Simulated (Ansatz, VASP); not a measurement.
# Cross-check of Si (Silicon) between VASP and Ansatz, part 2 of 2

Aim: how closely do two programs agree when they are given the same cell, functional and k mesh? The cell is taken from a series of VASP runs on this material, whose earlier steps may have relaxed, scaled or displaced it; both programs get it as it stands.

VASP 6.6.1 and Ansatz 0.2.0.

So far. Step 2 (VASP: band structure, LDA): The run ends at a pressure of -1.49 GPa.

## 6. VASP: band structure, r2SCAN

Level of this step: r2SCAN; plane waves and PAW (Si) (VASP).

The same path points are solved in both programs, so levels can be compared one by one.

Contents of INCAR:

```
SYSTEM = Si
PREC = Accurate
ENCUT = 350
EDIFF = 1E-06
NELM = 100
ISMEAR = 0
SIGMA = 0.03
LREAL = .FALSE.
ALGO = Normal
METAGGA = R2SCAN
LASPH = .TRUE.
NBANDS = 16
LORBIT = 11
LWAVE = .FALSE.
LCHARG = .FALSE.
KPAR = 8
```

Contents of POSCAR:

```
Si
1.0
    0.0000000000      2.7154800000      2.7154800000
    2.7154800000      0.0000000000      2.7154800000
    2.7154800000      2.7154800000      0.0000000000
Si
2
Direct
    0.7500000000      0.7500000000      0.7500000000
    0.5000000000      0.5000000000      0.5000000000
```

Contents of KPOINTS:

```
Automatic mesh
0
Gamma
8 8 8
0 0 0
```

Contents of KPOINTS_OPT:

```
Line mode
10
Line-mode
Reciprocal
  0.00000000   0.00000000   0.00000000 GAMMA
  0.50000000   0.00000000   0.50000000 X

  0.50000000   0.00000000   0.50000000 X
  0.50000000   0.25000000   0.75000000 W

  0.50000000   0.25000000   0.75000000 W
  0.37500000   0.37500000   0.75000000 K

  0.37500000   0.37500000   0.75000000 K
  0.00000000   0.00000000   0.00000000 GAMMA

  0.00000000   0.00000000   0.00000000 GAMMA
  0.50000000   0.50000000   0.50000000 L

  0.50000000   0.50000000   0.50000000 L
  0.62500000   0.25000000   0.62500000 U

  0.62500000   0.25000000   0.62500000 U
  0.50000000   0.25000000   0.75000000 W

  0.50000000   0.25000000   0.75000000 W
  0.50000000   0.50000000   0.50000000 L

  0.50000000   0.50000000   0.50000000 L
  0.37500000   0.37500000   0.75000000 K

  0.62500000   0.25000000   0.62500000 U
  0.50000000   0.00000000   0.50000000 X
```

The projector-augmented-wave data sets are Si (PBE family, release 64).

The run is started by

```console
$ mpirun -np 8 vasp_std
```

Numbers of over 12 decimals in the logs are rounded to 6 here.

What it wrote:

```text
[banner, memory and clock lines left out]
running    8 mpi-ranks, on    1 nodes
[...]
[... a notice as in an earlier step ...]

|                                                                             |
|               ----> ADVICE to this user running VASP <----                  |
|                                                                             |
|     You enforced a specific xc type in the INCAR file but a different       |
|     [... a line on the potential file left out ...]
|     I HOPE YOU KNOW WHAT YOU ARE DOING!                                     |
|                                                                             |

 LDA part: xc-table for (None), standard interpolation
 POSCAR, INCAR and KPOINTS ok, starting setup
[...]
entering main loop
       N       E                     dE             d eps       ncg     rms          rms(c)
DAV:   1    -0.245456728253E+01   -0.24546E+01   -0.24703E+03   928   0.301E+02
DAV:   2    -0.183405033629E+02   -0.15886E+02   -0.15307E+02  1312   0.670E+01
[...]
DAV:  10    -0.175465210720E+02    0.55098E-05   -0.10256E-05  1232   0.125E-02    0.198E-02
DAV:  11    -0.175465240001E+02   -0.29281E-05   -0.18794E-06  1072   0.644E-03    0.384E-03
DAV:  12    -0.175465240643E+02   -0.64170E-07   -0.93491E-08   800   0.139E-03
   1 F= -.17546524E+02 E0= -.17546524E+02  d E =-.242473E-19
 Start KPOINTS_OPT (optional k-point list driver)
k-point batch [1-29\100]
       N       E                     dE             ncg
DAV:   1     0.559923336879E+03   -0.55453E+04      928
DAV:   2     0.871254423264E+02   -0.47280E+03     1256
DAV:   3     0.760528156142E+02   -0.11073E+02     1256
DAV:   4     0.759951696237E+02   -0.57646E-01     1200
DAV:   5     0.759947289200E+02   -0.44070E-03     1224
DAV:   6     0.759947245984E+02   -0.43216E-05     1248
DAV:   7     0.759947245569E+02   -0.41430E-07      976
[...]
k-point batch [88-100\100]
       N       E                     dE             ncg
DAV:   1     0.371913691610E+04   -0.31397E+04      416
DAV:   2     0.351102340081E+04   -0.20811E+03      592
DAV:   3     0.350636347972E+04   -0.46599E+01      504
DAV:   4     0.350634033043E+04   -0.23149E-01      568
DAV:   5     0.350634015383E+04   -0.17659E-03      520
DAV:   6     0.350634015206E+04   -0.17701E-05      560
DAV:   7     0.350634015204E+04   -0.17742E-07      432
```

OUTCAR, selected parts (step 6):

```text
  Total        0.1140655      0.1140655      0.1140655      0.0000000     -0.0000000      0.0000000
  in kB        4.5634696      4.5634696      4.5634696      0.0000000     -0.0000000      0.0000000
  external PRESSURE =       4.5634696 kB  Pullay stress =       0.0000000 kB

  FREE ENERGIE OF THE ION-ELECTRON SYSTEM (eV)
  ---------------------------------------------------
  free  energy   TOTEN  =       -17.5465240643 eV

  energy  without entropy=      -17.5465240643  energy(sigma->0) =      -17.54652406

[... 3 parts as in an earlier step ...]

[... 1 further part left out ...]
[key lines of the parts left out:]
E-fermi :   5.9181
```

The run ends at a pressure of 0.46 GPa.

## 7. Ansatz: band structure, r2SCAN

The same cell, functional, mesh and smearing now go to Ansatz, which takes its cutoff from its data sets.

The cell is taken from a series of VASP runs on this material, whose earlier steps may have relaxed, scaled or displaced it; both programs get it as it stands.

Contents of input.yaml:

```yaml
crystal:
  lattice:
    - [0.0, 2.71548, 2.71548]
    - [2.71548, 0.0, 2.71548]
    - [2.71548, 2.71548, 0.0]
  atoms:
    - { symbol: Si, position: [0.75, 0.75, 0.75] }
    - { symbol: Si, position: [0.5, 0.5, 0.5] }
hamiltonian:
  xc: r2scan
  pseudopotentials: { kind: paw }
kpoints:
  mp_grid: { grid: [8, 8, 8] }
  band_path:
    path:
      - [0.0, 0.0, 0.0]
      - [0.16667, 0.0, 0.16667]
      - [0.33333, 0.0, 0.33333]
      - [0.44444, 0.0, 0.44444]
      - [0.5, 0.0, 0.5]
      - [0.5, 0.08333, 0.58333]
      - [0.5, 0.19444, 0.69444]
      - [0.5, 0.25, 0.75]
      - [0.45833, 0.29167, 0.75]
      - [0.40278, 0.34722, 0.75]
      - [0.375, 0.375, 0.75]
      - [0.20833, 0.20833, 0.41667]
      - [0.08333, 0.08333, 0.16667]
      - [0.0, 0.0, 0.0]
      - [0.22222, 0.22222, 0.22222]
      - [0.38889, 0.38889, 0.38889]
      - [0.51389, 0.47222, 0.51389]
      - [0.55556, 0.38889, 0.55556]
      - [0.61111, 0.27778, 0.61111]
      - [0.61111, 0.25, 0.63889]
      - [0.56944, 0.25, 0.68056]
      - [0.51389, 0.25, 0.73611]
      - [0.5, 0.27778, 0.72222]
      - [0.5, 0.38889, 0.61111]
      - [0.5, 0.47222, 0.52778]
      - [0.48611, 0.48611, 0.52778]
      - [0.43056, 0.43056, 0.63889]
      - [0.38889, 0.38889, 0.72222]
      - [0.59722, 0.19444, 0.59722]
      - [0.55556, 0.11111, 0.55556]
      - [0.5, 0.0, 0.5]
    npoints: 1
scf:
  occupations: { method: gaussian, width: 0.03 }
  n_extra_bands: 7
output:
  forces: true
  stress: true
  eigenvalues: true
```

The run is started by

```console
$ ansatz run input.yaml --threads 2 --pin off --max-ram 4608MiB --backend cpu --events-out ev --progress --plain --runs-dir out
```

What it wrote:

```text
[...]
Crystal: 2 atoms, lattice volume = 40.047 Å³
Basis set: ecut = 500 eV, 965 PW (Γ), exchange–correlation on 120×120×120 points (64 copies of the dense FFT grid, shifted against one another)
Bands: 11, of which v1, the nominal top of the filled ones, is band 4 counted from 1 (3 counted from 0)
Symmetry: 48 space group operations
[...]
k-points: 29 of 512
[...]
P = ⅓ Tr σ = 0.7291 GPa (7.291 kbar)
--- Band table (eV; the first three rows and the last of 29) ---
  k-point 0: bands = [-6.3807, 6.1546, 6.1546, 6.1546, 8.8967, 8.8967, 8.8967, 10.1318, ... 3 higher]
  k-point 1: bands = [-6.1658, 4.5141, 5.8482, 5.8482, 8.9430, 9.3473, 9.3473, 11.4312, ... 3 higher]
  k-point 2: bands = [-5.5389, 2.0774, 5.3475, 5.3475, 8.5108, 9.8982, 9.8982, 13.7070, ... 3 higher]
  k-point 28: bands = [-1.8395, -1.8395, 2.1224, 2.1224, 10.7424, 10.7424, 11.5682, 11.5682, ... 3 higher]
[key lines of the parts left out:]
SCF converged after 6 iterations
Free energy (F): -1278.129402 eV
Fermi energy:    6.553788 eV
```

The job ended after 3 s (2 threads of Arm Neoverse N1, shared host; peak memory 0.38 GiB).

## 8. Differences

What differs besides the data sets and the points named for the pairs above, as far as they apply: VASP keeps PBE cores, Ansatz makes them for the functional; the cutoff is 500 eV in Ansatz and 350 eV in VASP. Total energies have different zeros and are not compared.

The two programs side by side:

| quantity | Ansatz | VASP | difference |
| --- | --- | --- | --- |
| pressure (GPa) | 0.73 | 0.46 | +0.27 |
| gap over the path points (eV) | 0.771 | 0.787 | -0.016 |

Levels at points of the path, from each program's valence-band top (eV; 4 filled, then empty):

| k (reciprocal lattice) | Ansatz | VASP |
| --- | --- | --- |
| 0.000 0.000 0.000 | -12.54 0.00 0.00 0.00 2.74 2.74 2.74 | -12.53 0.00 0.00 0.00 2.76 2.76 2.76 |
| 0.167 0.000 0.167 | -12.03 -2.07 -1.26 -1.26 1.90 4.64 4.64 | -12.02 -2.06 -1.26 -1.26 1.91 4.65 4.65 |
| 0.333 0.000 0.333 | -10.53 -5.20 -2.56 -2.56 0.91 2.24 7.76 | -10.52 -5.19 -2.55 -2.55 0.93 2.26 7.77 |
| 0.444 0.000 0.444 | -9.04 -7.23 -2.96 -2.96 0.77 1.19 9.99 | -9.03 -7.22 -2.96 -2.96 0.79 1.21 10.01 |
| 0.500 0.000 0.500 | -8.17 -8.17 -3.02 -3.02 0.91 0.91 10.87 | -8.16 -8.16 -3.01 -3.01 0.92 0.92 10.88 |
| 0.500 0.083 0.583 | -8.13 -8.13 -3.32 -3.32 1.53 1.53 9.53 | -8.12 -8.12 -3.32 -3.32 1.55 1.55 9.55 |
| 0.500 0.194 0.694 | -8.02 -8.02 -3.93 -3.93 3.61 3.61 6.51 | -8.01 -8.01 -3.93 -3.93 3.62 3.62 6.53 |
| 0.500 0.250 0.750 | -7.99 -7.99 -4.03 -4.03 4.59 4.59 5.41 | -7.99 -7.99 -4.03 -4.03 4.60 4.60 5.43 |
| 0.458 0.292 0.750 | -8.33 -7.70 -4.29 -3.56 3.27 4.61 6.13 | -8.32 -7.69 -4.28 -3.56 3.29 4.62 6.14 |
| 0.403 0.347 0.750 | -8.57 -7.56 -4.47 -2.74 1.68 4.48 7.48 | -8.57 -7.55 -4.47 -2.73 1.70 4.49 7.50 |

Among the levels compared at these points, filled levels agree within 9 meV and empty ones within 21 meV.

## 9. Other set-ups

Further runs change the set-up of one program: Ansatz's method, potentials or start, or VASP's data sets, cutoff or form of LDA. The table gives Ansatz less VASP for each quantity, since a change that brings one quantity closer may part another.

| run | pressure (GPa) | gap over the path points (eV) |
| --- | --- | --- |
| as above | 0.27 | -0.016 |
| Ansatz's all-electron LAPW method | 0.27 | -0.012 |

## 10. VASP: dielectric response, LDA

The response to a field tests empty states and converges slowly with the mesh.

Contents of INCAR:

```
SYSTEM = Si
PREC = Accurate
ENCUT = 350
EDIFF = 1E-08
NELM = 100
ISMEAR = 0
SIGMA = 0.01
LREAL = .FALSE.
ALGO = Normal
GGA = CA
NBANDS = 10
LORBIT = 11
LWAVE = .FALSE.
LCHARG = .FALSE.
KPAR = 8
LEPSILON = .TRUE.
LPEAD = .TRUE.
```

POSCAR is that of step 6.

Contents of KPOINTS:

```
Automatic mesh
0
Gamma
14 14 14
0 0 0
```

The projector-augmented-wave data sets are Si (LDA family, release 64).

The run is started by

```console
$ mpirun -np 8 vasp_std
```

What it wrote:

```text
[banner, memory and clock lines left out]
running    8 mpi-ranks, on    1 nodes
[...]
[... a notice as in an earlier step ...]

 LDA part: xc-table for (Slater(with rela. corr.)+CA(PZ))
 , standard interpolation
 POSCAR, INCAR and KPOINTS ok, starting setup
[...]
entering main loop
       N       E                     dE             d eps       ncg     rms          rms(c)
DAV:   1     0.382112515330E+01    0.38211E+01   -0.27033E+03  2088   0.473E+02
DAV:   2    -0.117759001034E+02   -0.15597E+02   -0.15164E+02  2970   0.779E+01
DAV:   3    -0.121722047423E+02   -0.39630E+00   -0.39574E+00  2566   0.116E+01
DAV:   4    -0.121751897027E+02   -0.29850E-02   -0.29846E-02  2662   0.126E+00
[...]
DAV:  10    -0.119147185914E+02   -0.52325E-05   -0.13163E-05  2398   0.228E-02    0.291E-02
DAV:  11    -0.119147185393E+02    0.52135E-07   -0.69910E-07  2488   0.481E-03    0.242E-03
DAV:  12    -0.119147185421E+02   -0.28760E-08   -0.11490E-08  2226   0.700E-04
   1 F= -.11914719E+02 E0= -.11914719E+02  d E =-.109262E-40
[...]
RMM:   9    -0.144425431666E+01    0.10593E-05   -0.24494E-09  9240   0.323E-04    0.710E-05
RMM:  10    -0.144425538591E+01   -0.10693E-05   -0.46063E-09  7591   0.528E-05    0.608E-06
 change of polarisation eV/A/(eV/A) component  2 :     1.115     2.723     0.046
 dielectric tensor                  component  2 :     5.039    13.305     0.210
 Linear response to external field, progress :
  Direction:   3
       N       E                     dE             d eps       ncg     rms          rms(c)
RMM:   1    -0.141806888758E+01   -0.14181E+01   -0.70135E+00  2856   0.364E+00
RMM:   2    -0.144935172890E+01   -0.31283E-01   -0.15106E-02  2928   0.666E-01    0.159E+00
RMM:   3    -0.139868036360E+01    0.50671E-01   -0.23139E-02  7342   0.730E-01    0.870E-01
RMM:   4    -0.143137888316E+01   -0.32699E-01   -0.23417E-02  9139   0.755E-01    0.154E-01
[...]
RMM:   8    -0.144431509568E+01   -0.24661E-04   -0.25665E-08  9902   0.881E-04    0.241E-04
RMM:   9    -0.144431403694E+01    0.10587E-05    0.16890E-09  9245   0.323E-04    0.710E-05
RMM:  10    -0.144431510510E+01   -0.10682E-05   -0.47079E-09  7592   0.528E-05    0.608E-06
 change of polarisation eV/A/(eV/A) component  3 :     0.232     0.904     2.723
 dielectric tensor                  component  3 :     1.047     4.086    13.305
 Born effective charges drift removed
```

From OUTCAR (step 10):

```text
  Total       -0.3749025     -0.3749025     -0.3749025      0.0000000     -0.0000000      0.0000000
  in kB      -14.9988905    -14.9988905    -14.9988905      0.0000000     -0.0000000      0.0000000
  external PRESSURE =     -14.9988905 kB  Pullay stress =       0.0000000 kB

 MACROSCOPIC STATIC DIELECTRIC TENSOR (including local field effects in DFT)
 ------------------------------------------------------
          13.306162    -0.000000     0.000000
          -0.000000    13.306162    -0.000000
           0.000000     0.000000    13.306162
 ------------------------------------------------------

[... 2 parts as in an earlier step ...]

[... 1 further part left out ...]
```

## 11. Ansatz: dielectric response, LDA

The same cell, functional (in two slightly different forms) and mesh now go to Ansatz, which takes its cutoff from its data sets.

The cell is taken from a series of VASP runs on this material, whose earlier steps may have relaxed, scaled or displaced it; both programs get it as it stands.

Contents of input.yaml:

```yaml
crystal:
  lattice:
    - [0.0, 2.71548, 2.71548]
    - [2.71548, 0.0, 2.71548]
    - [2.71548, 2.71548, 0.0]
  atoms:
    - { symbol: Si, position: [0.75, 0.75, 0.75] }
    - { symbol: Si, position: [0.5, 0.5, 0.5] }
hamiltonian:
  xc: lda
  pseudopotentials: { kind: paw }
kpoints:
  mp_grid: { grid: [14, 14, 14] }
scf:
  occupations: { method: fixed }
dielectric:
  method: response
```

The run is started by

```console
$ ansatz run input.yaml --threads 2 --pin off --max-ram 4608MiB --backend cpu --events-out ev --progress --plain --runs-dir out
```

What it wrote:

```text
[...]
Crystal: 2 atoms, lattice volume = 40.047 Å³
Basis set: ecut = 420 eV, 749 PW (Γ), exchange–correlation on 64×64×64 points (8 copies of the dense FFT grid, shifted against one another)
Bands: 8, of which v1, the nominal top of the filled ones, is band 4 counted from 1 (3 counted from 0)
Symmetry: 48 space group operations
k-points: 244 of 2744 (irreducible under 8 space group operations, time reversal used)
[...]
site 0:
         0.00000    0.00000   -0.00000
        -0.00000    0.00000    0.00000
        -0.00000   -0.00000    0.00000
    site 1:
        -0.00000   -0.00000    0.00000
         0.00000   -0.00000   -0.00000
         0.00000    0.00000   -0.00000
  Z* charge neutrality: 4.305e-4 e pre-enforcement
  solved inside a basis spanned on kpoints, on 14×14×14 k-points, its susceptibility summed on 18×18×18: ε∞ is read to err by 3.9e-2, Z* by 4.3e-3 e (field_mesh: kpoints solves on kpoints)
[key lines of the parts left out:]
SCF converged after 6 iterations
Free energy (F): -1217.293686 eV
Fermi energy:    6.049302 eV
```

It took 43 s on 2 threads; peak memory 0.56 GiB; 85 s of CPU time.

## 12. Differences

What differs besides the data sets and the points named for the pairs above, as far as they apply: VASP's response is taken on the typed mesh, Ansatz refines its own for the field response alone. Total energies have different zeros and are not compared.

Both answers:

| quantity | Ansatz | VASP | difference |
| --- | --- | --- | --- |
| ε∞ xx | 13.33 | 13.31 | +0.18 % |
| ε∞ yy | 13.33 | 13.31 | +0.18 % |
| ε∞ zz | 13.33 | 13.31 | +0.18 % |
| Born charge of Si1 (mean of the diagonal) (e) | 0.00 | 0.00 | 0.00 |

## 13. What came out

```yaml
difference_in_gap_over_the_path_points_band_structure_lda: 8.0e-4 eV
difference_in_gap_over_the_path_points_band_structure_r2scan: -0.016 eV
difference_in_eps_infinity_xx_dielectric_response_lda: 0.18 %
```

In words: The difference in gap over the path points is -0.016 eV (band structure, r2SCAN), within the 0.08 eV picked in this series as the mark of a large difference. Band structure, LDA, Ansatz's all-electron LAPW method: the difference in pressure goes from 0.0028 to -0.052 GPa; the difference in gap over the path points goes from 8.0e-4 to 0.0037 eV. For band structure, r2SCAN, no further run moves any of the tabulated differences by more than a quarter of its size. 2 further runs of this series are not shown here. Such differences can come from data sets, numerical settings and the points named under the comparisons, not from the functional's error against experiment.

[Lines on the potential files, build, host, timing and source positions are cut from VASP's logs without a mark.]

[Logs are printed without paths, hosts, clocks, repeated set-up lines and the standing remarks that a program may print on its own settings, such as how far it seeks lower states.]

[Hosts, paths, dates, database ids (printed as entryN), source tags and the programs' standing remarks are cut or masked in the printed files.]
